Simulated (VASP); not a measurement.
Ta: relaxation of cell and atoms with PBE

The system is Ta.

```
CELL_PARAMETERS angstrom
-1.65290 1.65290 1.65290
1.65290 -1.65290 1.65290
1.65290 1.65290 -1.65290
ATOMIC_POSITIONS crystal
Ta 0.00000 0.00000 0.00000
```

| Quantity | Value |
| --- | --- |
| Program | VASP 6.6.1 |
| Task | relaxation of cell and atoms |
| Functional | PBE |
| Potentials or basis | VASP PAW PBE potentials, release 64 (Ta_pv) |
| Cutoff | 600 eV |
| k mesh | 18 × 18 × 18 |
| Occupations | methfessel-paxton, width 0.1 eV |
| Spin | no spin polarisation |
| Further INCAR settings | ALGO = Normal; EDIFF = 1e-07; IBRION = 2; EDIFFG = -0.01; NSW = 60; ISIF = 3 |

```
Relaxed volume                         : 18.29 Å³/atom
Relaxed cell                           : a = 2.875 Å, b = 2.875 Å, c = 2.875 Å, α = 109.47°, β = 109.47°, γ = 109.47°
Space group after relaxing (to 0.05 Å) : Im-3m (No. 229)
Energy gained by relaxing              : 1.7 meV/atom
Ionic steps                            : 3
Pressure after relaxing                : 0.0 GPa
Band gap on the k mesh                 : none (metal or under the smearing width)
```

Step by step:
```csv
step,energy change (eV),largest force (eV/Å),pressure (GPa),volume (Å³)
1,0.0000,0.0000,2.47,18.06
2,0.0068,0.0000,-5.18,18.80
3,-0.0017,0.0000,-0.01,18.29
```

Final structure:
```
CELL_PARAMETERS angstrom
-1.65977 1.65977 1.65977
1.65977 -1.65977 1.65977
1.65977 1.65977 -1.65977
ATOMIC_POSITIONS crystal
Ta 0.00000 0.00000 0.00000
```

Levels at points of the mesh, in eV from the Fermi level:
| k point | band 1 | band 2 | band 3 | band 4 | band 5 | band 6 | band 7 | band 8 | band 9 |
| --- | --- | --- | --- | --- | --- | --- | --- | --- | --- |
| (0.00, 0.00, 0.00) | -33.15 | -33.15 | -33.15 | -7.87 | 0.72 | 0.72 | 0.72 | 3.94 | 3.94 |
| (0.50, 0.00, 0.00) | -34.26 | -33.51 | -33.15 | -4.32 | -1.51 | 1.50 | 3.81 | 4.82 | 7.63 |
| (0.50, 0.50, 0.50) | -33.93 | -33.93 | -33.93 | -3.73 | -3.73 | 6.70 | 6.70 | 6.70 | 8.50 |

Wall time 22 s on 1 thread of Intel(R) Xeon(R) 6975P-C (Granite Rapids), on a shared host, peak memory 0.18 GiB.

The run has no spin-orbit coupling, so splittings on Ta are missing. PBE usually gives volumes a little too large and moduli too small.
